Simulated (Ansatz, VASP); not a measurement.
# Cross-check of Si2Mo between VASP and Ansatz, part 2 of 2

One calculation is typed for both programs; each brings its own data sets. How far apart do they land? The cell is taken from a series of runs on this material, whose earlier steps may have relaxed, scaled, displaced or heated it; both programs get it as it stands.

VASP 6.6.1 and Ansatz 0.2.0.

So far: Set-up; Ansatz: zone-centre phonons, PBEsol.

### Step 3. VASP: zone-centre phonons, PBEsol

Level of this step: PBEsol; plane waves and PAW (Si, Mo_sv) (VASP).

The same cell, functional, mesh and smearing now go to VASP, with its own data sets.

Lines of VASP's logs that name or quote its potential files are left out, and so is its time.

File INCAR:

```
SYSTEM = Si2Mo
PREC = Accurate
ENCUT = 500
EDIFF = 1E-08
NELM = 120
ISMEAR = 1
SIGMA = 0.2
LREAL = .FALSE.
ALGO = Normal
GGA = PS
NBANDS = 17
LASPH = .TRUE.
LORBIT = 11
LWAVE = .FALSE.
LCHARG = .FALSE.
ISIF = 2
IBRION = 8
GGA_COMPAT = .FALSE.
KPAR = 2
```

File POSCAR:

```
Si2Mo
1.0
   -1.5473900197      1.5473900197      3.9604116588
    1.5473900197     -1.5473900197      3.9604116588
    1.5473900197      1.5473900197     -3.9604116588
Si Mo
2 1
Direct
    0.3345670646      0.3345670646      0.0000000000
    0.6654329354      0.6654329354      0.0000000000
    0.0000000000      0.0000000000      0.0000000000
```

File KPOINTS:

```
Automatic mesh
0
Gamma
20 20 20
0 0 0
```

PAW data sets: Si and Mo_sv (PBE family, release 64).

The run is started by

```console
$ mpirun -np 2 vasp_std
```

Numbers of over 12 decimals in the logs are rounded to 6 here.

What it wrote:

```text
[banner, memory and clock lines left out]
running    2 mpi-ranks, on    1 nodes
 distrk:  each k-point on    1 cores,    2 groups
 distr:  one band on    1 cores,    1 groups

 POSCAR found type information on POSCAR SiMo
 POSCAR found :  2 types and       3 ions
|                                                                             |
|               ----> ADVICE to this user running VASP <----                  |
|                                                                             |
|     You enforced a specific xc type in the INCAR file but a different       |
|     [... a line on the potential file left out ...]
|     I HOPE YOU KNOW WHAT YOU ARE DOING!                                     |
|                                                                             |

 LDA part: xc-table for (Slater+PW92), standard interpolation
 POSCAR, INCAR and KPOINTS ok, starting setup
 FFT: planning ... GRIDC
 FFT: planning ... GRID_SOFT
 FFT: planning ... GRID
 WAVECAR not read
 entering main loop
       N       E                     dE             d eps       ncg     rms          rms(c)
DAV:   1     0.116595938186E+03    0.11660E+03   -0.11192E+04 21834   0.120E+03
DAV:   2    -0.231448469459E+02   -0.13974E+03   -0.13722E+03 27108   0.308E+02
DAV:   3    -0.258454352439E+02   -0.27006E+01   -0.26772E+01 26796   0.388E+01
DAV:   4    -0.258590862560E+02   -0.13651E-01   -0.13631E-01 26976   0.308E+00
DAV:   5    -0.258591762892E+02   -0.90033E-04   -0.90025E-04 26858   0.248E-01    0.256E+01
DAV:   6    -0.251149174526E+02    0.74426E+00   -0.53870E+00 23442   0.158E+01    0.614E+00
DAV:   7    -0.249963176462E+02    0.11860E+00   -0.84318E-01 22958   0.553E+00    0.532E+00
DAV:   8    -0.249561271231E+02    0.40191E-01   -0.11879E-01 23626   0.259E+00    0.522E-01
DAV:   9    -0.249549160949E+02    0.12110E-02   -0.22589E-03 26827   0.385E-01    0.228E-01
DAV:  10    -0.249548002476E+02    0.11585E-03   -0.58201E-04 24872   0.204E-01    0.710E-02
DAV:  11    -0.249547912535E+02    0.89940E-05   -0.14895E-04 24129   0.899E-02    0.281E-02
DAV:  12    -0.249547891980E+02    0.20555E-05   -0.24574E-05 23209   0.354E-02    0.105E-02
DAV:  13    -0.249547884581E+02    0.73994E-06   -0.18399E-06 23523   0.115E-02    0.276E-03
DAV:  14    -0.249547883920E+02    0.66079E-07   -0.29402E-08 27655   0.132E-03    0.517E-04
DAV:  15    -0.249547883760E+02    0.16015E-07   -0.12479E-09 11981   0.308E-04    0.402E-04
DAV:  16    -0.249547883784E+02   -0.23870E-08   -0.29848E-10 11661   0.147E-04
   1 F= -.24954788E+02 E0= -.24954946E+02  d E =0.473674E-03
 Linear response reoptimize wavefunctions to high precision
DAV:   1    -0.249547883786E+02   -0.19054E-09   -0.31107E-11 11922   0.404E-05
DAV:   2    -0.249547883785E+02    0.29559E-10   -0.32133E-12 11500   0.148E-05
 Linear response DOF=           4
 Linear response progress:
  Degree of freedom:   1/  4
       N       E                     dE             d eps       ncg     rms          rms(c)
RMM:   1    -0.201824063235E-01   -0.20182E-01   -0.13219E-02177579   0.906E-01
RMM:   2    -0.160807990766E-01    0.41016E-02   -0.12566E-03114751   0.224E-01    0.965E-02
RMM:   3    -0.161559651061E-01   -0.75166E-04   -0.16051E-04114125   0.649E-02    0.518E-02
RMM:   4    -0.163218123329E-01   -0.16585E-03   -0.10003E-04118469   0.490E-02    0.104E-02
RMM:   5    -0.163098699555E-01    0.11942E-04   -0.18491E-06120774   0.124E-02    0.176E-03
RMM:   6    -0.163132932448E-01   -0.34233E-05   -0.28918E-07121997   0.253E-03    0.614E-04
RMM:   7    -0.163115185993E-01    0.17746E-05   -0.36033E-08127920   0.768E-04    0.151E-04
RMM:   8    -0.163121340150E-01   -0.61542E-06   -0.29382E-09127826   0.190E-04    0.395E-05
RMM:   9    -0.163121370964E-01   -0.30814E-08    0.81151E-09125753   0.655E-05    0.141E-05
 first order change of Fermi-energy   0.32229E-04
 force on displaced ion       1 direction 1 : -10.309   0.000  -0.000
 Linear response progress:
  Degree of freedom:   2/  4
       N       E                     dE             d eps       ncg     rms          rms(c)
RMM:   1    -0.305743814153E-01   -0.30574E-01   -0.53797E-03 53348   0.116E+00
RMM:   2    -0.234103860292E-01    0.71640E-02   -0.23543E-03 36387   0.297E-01    0.169E-01
RMM:   3    -0.233733881319E-01    0.36998E-04   -0.96515E-04 33263   0.154E-01    0.155E-01
RMM:   4    -0.233948045493E-01   -0.21416E-04   -0.10355E-04 34344   0.710E-02    0.628E-02
RMM:   5    -0.234686542239E-01   -0.73850E-04   -0.21430E-05 37965   0.270E-02    0.179E-02
RMM:   6    -0.234742013668E-01   -0.55471E-05   -0.26801E-06 36867   0.773E-03    0.326E-03
RMM:   7    -0.234720178669E-01    0.21835E-05    0.68881E-08 38437   0.212E-03    0.702E-04
RMM:   8    -0.234722038334E-01   -0.18597E-06   -0.15578E-08 36649   0.749E-04    0.371E-04
RMM:   9    -0.234724091379E-01   -0.20530E-06   -0.13014E-08 36598   0.322E-04    0.469E-05
RMM:  10    -0.234724901490E-01   -0.81011E-07   -0.66465E-09 41086   0.923E-05    0.225E-05
RMM:  11    -0.234725065147E-01   -0.16366E-07   -0.19338E-08 37549   0.383E-05    0.324E-06
RMM:  12    -0.234725036101E-01    0.29046E-08   -0.17848E-08 40819   0.206E-05    0.243E-06
 first order change of Fermi-energy  -0.93585E-01
 force on displaced ion       1 direction 3 :   0.000   0.000 -13.166
 Linear response progress:
  Degree of freedom:   3/  4
       N       E                     dE             d eps       ncg     rms          rms(c)
RMM:   1    -0.774882776316E+00   -0.77488E+00    0.43271E+00 43085   0.219E+01
RMM:   2    -0.576967315620E+00    0.19792E+00   -0.28241E-01 60695   0.366E+00    0.165E-01
RMM:   3    -0.576396988568E+00    0.57033E-03   -0.47169E-03 78033   0.490E-01    0.902E-02
RMM:   4    -0.575412668871E+00    0.98432E-03   -0.42569E-04 83764   0.154E-01    0.256E-02
RMM:   5    -0.575280573905E+00    0.13209E-03   -0.45277E-05 90833   0.413E-02    0.956E-03
RMM:   6    -0.575293939652E+00   -0.13366E-04   -0.57651E-06 80813   0.136E-02    0.119E-03
RMM:   7    -0.575295169484E+00   -0.12298E-05   -0.13314E-06 91689   0.456E-03    0.560E-04
RMM:   8    -0.575297702768E+00   -0.25333E-05   -0.23132E-07 86300   0.153E-03    0.257E-04
RMM:   9    -0.575301158995E+00   -0.34562E-05   -0.62845E-08 85434   0.801E-04    0.377E-05
RMM:  10    -0.575301537776E+00   -0.37878E-06   -0.44466E-08 88528   0.397E-04    0.173E-05
RMM:  11    -0.575301912154E+00   -0.37438E-06   -0.33378E-08 88000   0.232E-04    0.635E-06
RMM:  12    -0.575302000807E+00   -0.88654E-07   -0.21620E-08 91951   0.142E-04    0.194E-06
RMM:  13    -0.575301948672E+00    0.52135E-07   -0.16747E-08 84258   0.102E-04    0.210E-06
RMM:  14    -0.575301910359E+00    0.38313E-07   -0.16113E-08 87194   0.848E-05    0.431E-06
RMM:  15    -0.575301979777E+00   -0.69418E-07   -0.17257E-08 80079   0.777E-05    0.198E-06
RMM:  16    -0.575302012306E+00   -0.32529E-07   -0.13927E-08 88280   0.709E-05    0.887E-07
RMM:  17    -0.575302022697E+00   -0.10391E-07   -0.13862E-08 81398   0.666E-05    0.584E-07
RMM:  18    -0.575302032239E+00   -0.95416E-08   -0.11929E-08 67493   0.651E-05    0.285E-07
 first order change of Fermi-energy  -0.95007E-03
 force on displaced ion       3 direction 1 : -12.861  -0.000  -0.000
 Linear response progress:
  Degree of freedom:   4/  4
       N       E                     dE             d eps       ncg     rms          rms(c)
RMM:   1    -0.829395827800E+00   -0.82940E+00    0.46169E+00 23437   0.223E+01
RMM:   2    -0.631628849904E+00    0.19777E+00   -0.29393E-01 33440   0.371E+00    0.173E-01
RMM:   3    -0.630591847314E+00    0.10370E-02   -0.46019E-03 40610   0.494E-01    0.885E-02
RMM:   4    -0.629443352461E+00    0.11485E-02   -0.62908E-04 42545   0.169E-01    0.280E-02
RMM:   5    -0.629202132309E+00    0.24122E-03   -0.74840E-05 48273   0.475E-02    0.135E-02
RMM:   6    -0.629088168261E+00    0.11396E-03   -0.85801E-06 47823   0.164E-02    0.407E-03
RMM:   7    -0.629109983439E+00   -0.21815E-04   -0.13863E-06 44282   0.721E-03    0.652E-04
RMM:   8    -0.629110679310E+00   -0.69587E-06   -0.25252E-07 50405   0.230E-03    0.422E-04
RMM:   9    -0.629112000408E+00   -0.13211E-05   -0.10406E-07 48224   0.791E-04    0.220E-04
RMM:  10    -0.629113467045E+00   -0.14666E-05   -0.36825E-08 47206   0.470E-04    0.295E-05
RMM:  11    -0.629113384756E+00    0.82289E-07   -0.25797E-08 49760   0.236E-04    0.144E-05
RMM:  12    -0.629113465160E+00   -0.80404E-07   -0.45810E-09 50791   0.147E-04    0.260E-06
RMM:  13    -0.629113488483E+00   -0.23323E-07   -0.92024E-09 50748   0.102E-04    0.155E-06
RMM:  14    -0.629113519367E+00   -0.30884E-07   -0.78473E-09 47706   0.837E-05    0.737E-07
RMM:  15    -0.629113527208E+00   -0.78411E-08   -0.72117E-09 46914   0.731E-05    0.136E-07
 first order change of Fermi-energy   0.56673E-03
 force on displaced ion       3 direction 3 :  -0.000  -0.000 -13.951
 Linear response finished
```

Parts of OUTCAR (step 3):

```text
ion  position               nearest neighbor table
   1  0.335  0.335  0.000-   3 2.55   3 2.55   3 2.55   3 2.55   2 2.57   2 2.57   2 2.57   2 2.57
                             2 2.62   3 2.65
   2  0.665  0.665  0.000-   3 2.55   3 2.55   3 2.55   3 2.55   1 2.57   1 2.57   1 2.57   1 2.57
                             1 2.62   3 2.65
   3  0.000  0.000  0.000-   2 2.55   2 2.55   2 2.55   1 2.55   2 2.55   1 2.55   1 2.55   1 2.55
                             1 2.65   2 2.65

  LATTYP: Found a body centered tetragonal cell.
 ALAT       =     3.0947800394
 C/A-ratio  =     2.5594139864

 Subroutine GETGRP returns: Found 16 space group operations
 (whereof 16 operations were pure point group operations)

The static configuration has the point symmetry D_4h.

 Found    641 irreducible k-points:

   k-points           NKPTS =    641   k-points in BZ     NKDIM =    641   number of bands    NBANDS=     17

   dimension x,y,z NGX =    36 NGY =   36 NGZ =   36
   dimension x,y,z NGXF=    72 NGYF=   72 NGZF=   72

   ENCUT  =  500.0 eV  36.75 Ry    6.06 a.u.   8.25  8.25  8.25*2*pi/ulx,y,z

   NELECT =      22.0000    total number of electrons

 k-points in reciprocal lattice and weights: Automatic mesh
   0.00000000  0.00000000  0.00000000       0.000
   0.05000000  0.00000000  0.00000000       0.001
   0.10000000  0.00000000 -0.00000000       0.001
   0.15000000  0.00000000 -0.00000000       0.001
   0.20000000  0.00000000 -0.00000000       0.001
   0.25000000  0.00000000 -0.00000000       0.001
   0.30000000  0.00000000 -0.00000000       0.001
   0.35000000  0.00000000 -0.00000000       0.001
   0.40000000  0.00000000 -0.00000000       0.001
[...]
-0.45000000 -0.45000000  0.45000000       0.000
   0.50000000  0.50000000  0.50000000       0.000

 average (electrostatic) potential at core
       1 -76.2823       2 -76.2823       3 -67.9008

  Total        4.0813405      4.0813405      0.0976428      0.0000000      0.0000000      0.0000000
  in kB      172.3905723    172.3905723      4.1243054      0.0000000      0.0000000      0.0000000
  external PRESSURE =     116.3018167 kB  Pullay stress =       0.0000000 kB

  energy-cutoff  :      500.00
  volume of cell :       37.93
      direct lattice vectors                 reciprocal lattice vectors
    -1.547390020  1.547390020  3.960411659     0.000000000  0.323124741  0.126249502
     1.547390020 -1.547390020  3.960411659     0.323124741  0.000000000  0.126249502
     1.547390020  1.547390020 -3.960411659     0.323124741  0.323124741  0.000000000

 POSITION                                       TOTAL-FORCE (eV/Angst)
 -----------------------------------------------------------------------------------
      0.00000      0.00000      2.65005        -0.000000     -0.000000     -0.008357
      0.00000      0.00000      5.27078         0.000000      0.000000      0.008357
      0.00000      0.00000      0.00000        -0.000000     -0.000000     -0.000000
 -----------------------------------------------------------------------------------
    total drift:                                0.000000      0.000000     -0.000000

 Eigenvectors and eigenvalues of the dynamical matrix
 ----------------------------------------------------

   1 f  =   12.977786 THz    81.541834 2PiTHz  432.892343 cm-1    53.671786 meV
             X         Y         Z           dx          dy          dz
      0.000000  0.000000  2.650047     0.000000    0.000000    0.707107
      0.000000  0.000000  5.270777     0.000000    0.000000   -0.707107
      0.000000  0.000000  0.000000    -0.000000    0.000000    0.000000

   2 f  =   11.110558 THz    69.809693 2PiTHz  370.608313 cm-1    45.949554 meV
             X         Y         Z           dx          dy          dz
      0.000000  0.000000  2.650047     0.697380    0.116883   -0.000000
      0.000000  0.000000  5.270777    -0.697380   -0.116883    0.000000
      0.000000  0.000000  0.000000     0.000000    0.000000    0.000000

   3 f  =   11.110558 THz    69.809693 2PiTHz  370.608313 cm-1    45.949554 meV
             X         Y         Z           dx          dy          dz
      0.000000  0.000000  2.650047     0.116883   -0.697380   -0.000000
      0.000000  0.000000  5.270777    -0.116883    0.697380    0.000000
      0.000000  0.000000  0.000000    -0.000000   -0.000000    0.000000

   4 f  =    9.810862 THz    61.643462 2PiTHz  327.255121 cm-1    40.574446 meV
             X         Y         Z           dx          dy          dz
      0.000000  0.000000  2.650047     0.000000   -0.000000    0.561593
      0.000000  0.000000  5.270777     0.000000   -0.000000    0.561593
      0.000000  0.000000  0.000000     0.000000   -0.000000   -0.607640

   5 f  =    9.419880 THz    59.186854 2PiTHz  314.213387 cm-1    38.957477 meV
             X         Y         Z           dx          dy          dz
      0.000000  0.000000  2.650047    -0.000000   -0.561592   -0.000000
      0.000000  0.000000  5.270777    -0.000000   -0.561592   -0.000000
      0.000000  0.000000  0.000000     0.000000    0.607643    0.000000

   6 f  =    9.419880 THz    59.186854 2PiTHz  314.213387 cm-1    38.957477 meV
             X         Y         Z           dx          dy          dz
      0.000000  0.000000  2.650047     0.561592   -0.000000   -0.000000
      0.000000  0.000000  5.270777     0.561592   -0.000000    0.000000
      0.000000  0.000000  0.000000    -0.607643   -0.000000    0.000000

   7 f/i=    0.000413 THz     0.002597 2PiTHz    0.013788 cm-1     0.001709 meV
             X         Y         Z           dx          dy          dz
      0.000000  0.000000  2.650047     0.260255    0.341881   -0.000000
      0.000000  0.000000  5.270777     0.260255    0.341881   -0.000000
      0.000000  0.000000  0.000000     0.481062    0.631941   -0.000000

   8 f/i=    0.000413 THz     0.002597 2PiTHz    0.013788 cm-1     0.001709 meV
             X         Y         Z           dx          dy          dz
      0.000000  0.000000  2.650047    -0.341881    0.260255   -0.000000
      0.000000  0.000000  5.270777    -0.341881    0.260255   -0.000000
      0.000000  0.000000  0.000000    -0.631941    0.481062   -0.000000

   9 f/i=    0.000461 THz     0.002898 2PiTHz    0.015386 cm-1     0.001908 meV
             X         Y         Z           dx          dy          dz
      0.000000  0.000000  2.650047    -0.000000    0.000000    0.429667
      0.000000  0.000000  5.270777    -0.000000    0.000000    0.429667
      0.000000  0.000000  0.000000    -0.000000    0.000000    0.794212

 ELASTIC MODULI CONTR FROM IONIC RELAXATION (kBar)
 Direction    XX          YY          ZZ          XY          YZ          ZX
 --------------------------------------------------------------------------------
 XX         -30.5947    -30.5947    -42.9436      0.0000      0.0000     -0.0000
 YY         -30.5947    -30.5947    -42.9436      0.0000      0.0000     -0.0000
 ZZ         -42.9436    -42.9436    -60.2768      0.0000      0.0000     -0.0000
 XY           0.0000      0.0000      0.0000      0.0000      0.0000      0.0000
 YZ           0.0000      0.0000      0.0000      0.0000    -41.7271     -0.0000
 ZX          -0.0000     -0.0000     -0.0000      0.0000      0.0000    -19.0891
 --------------------------------------------------------------------------------
```

### Step 4. Differences

Known differences besides the potentials themselves: the cutoff is 420 eV in Ansatz and 500 eV in VASP; Ansatz makes its cores anew for this functional, VASP keeps those of its PBE data sets. Total energies have different zeros and are not compared.

The two programs side by side:

```tsv
quantity	Ansatz	VASP	difference
optical mode 1 to 2 (cm⁻¹)	312.9	314.2	-0.43 %
optical mode 3 (cm⁻¹)	325.9	327.3	-0.43 %
optical mode 4 to 5 (cm⁻¹)	369.9	370.6	-0.20 %
optical mode 6 (cm⁻¹)	432.2	432.9	-0.15 %
```

Modes are paired by rising frequency, not by their patterns, so a pair may set unlike modes beside each other; they are those without the splitting of longitudinal modes.

### Step 5. Results

```json
{
  "r.m.s. difference of the optical zone-centre modes, each program's sorted by frequency (zone-centre phonons, PBEsol)": "1.1 cm⁻¹"
}
```

In words: The r.m.s. difference of the optical zone-centre modes, each program's sorted by frequency is 1.1 cm⁻¹ (zone-centre phonons, PBEsol). How closely two codes agree says nothing of how well the functional describes the real material.

[Lines on the potential files, build, host, timing and source positions are cut from VASP's logs without a mark.]

[Logs are printed without paths, hosts, clocks, repeated set-up lines and the standing remarks that a program may print on its own settings, such as how far it seeks lower states.]

[Hosts, paths, dates, database ids (printed as entryN), source tags and the programs' standing remarks are cut or masked in the printed files.]
